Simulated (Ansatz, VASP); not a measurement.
**One calculation of BeGa3, two programs**

File INCAR:

```
SYSTEM = BeGa3
ALGO = Normal
EDIFF = 1E-6
ENCUT = 520
GGA = PE
ISIF = 2
ISMEAR = 0
LASPH = .True.
LCHARG = .True.
LELF = .True.
LREAL = .False.
LVHAR = .True.
LWAVE = .False.
NBANDS = 28
NELM = 100
PREC = Accurate
SIGMA = 0.1
```

Contents of KPOINTS:

```
k-points
0
Gamma
  14 14 14
  0 0 0
```

The input POSCAR:

```
BeGa3
1.0
   -2.0746625878      2.0746625878      3.5071038551
    2.0746625878     -2.0746625878      3.5071038551
    2.0746625878      2.0746625878     -3.5071038551
Be Ga
1 3
Direct
    0.0008539145      0.0008539145      0.0000000000
    0.7465096031      0.2465096031      0.5000000000
    0.2465096031      0.7465096031      0.5000000000
    0.5061268794      0.5061268794      0.0000000000
```

Input for Ansatz:

```yaml
crystal:
  lattice:
    - [-2.0746625878, 2.0746625878, 3.5071038551]
    - [2.0746625878, -2.0746625878, 3.5071038551]
    - [2.0746625878, 2.0746625878, -3.5071038551]
  atoms:
    - { symbol: Be, position: [0.0008539145, 0.0008539145, 0.0] }
    - { symbol: Ga, position: [0.7465096031, 0.2465096031, 0.5] }
    - { symbol: Ga, position: [0.2465096031, 0.7465096031, 0.5] }
    - { symbol: Ga, position: [0.5061268794, 0.5061268794, 0.0] }
basis:
  ecutwfc: 420
kpoints:
  mp_grid: { grid: [14, 14, 14] }
hamiltonian:
  xc: pbe
scf:
  occupations: { method: gaussian, width: 0.1 }
output:
  forces: true
  stress: true
  eigenvalues: true
```

Alike in both runs: task single point; functional PBE; k mesh 14 × 14 × 14; occupations gaussian, width 0.1 eV; no spin polarisation.

|  | VASP | Ansatz |
| --- | --- | --- |
| version | VASP 6.6.1 | Ansatz 0.2.0 |
| potentials or method | VASP PAW PBE potentials, release 64 (Be, Ga_d) | scalar-relativistic, plane waves, PAW |
| plane-wave cutoff (eV) | 520 | 420 |
| valence electrons in the cell | 41 | 41 |

|  | VASP | Ansatz | Ansatz less VASP |
| --- | --- | --- | --- |
| gap on the k mesh at the Fermi level (eV) | none | none | - |
| pressure (GPa) | 4.8 | 4.7 | -0.06 |
| largest component of the traceless stress (GPa) | 4.06 | 4.06 | +0.003 |
| rms of the force components (eV/Å) | 0.142 | 0.141 | -0.0010 |

Atom by atom the forces differ by 0.001 eV/Å (rms over components). A gap of «none» marks a metal or a gap that the smearing closes. The functional is the same, so the differences come from potentials, cutoffs and numerics.
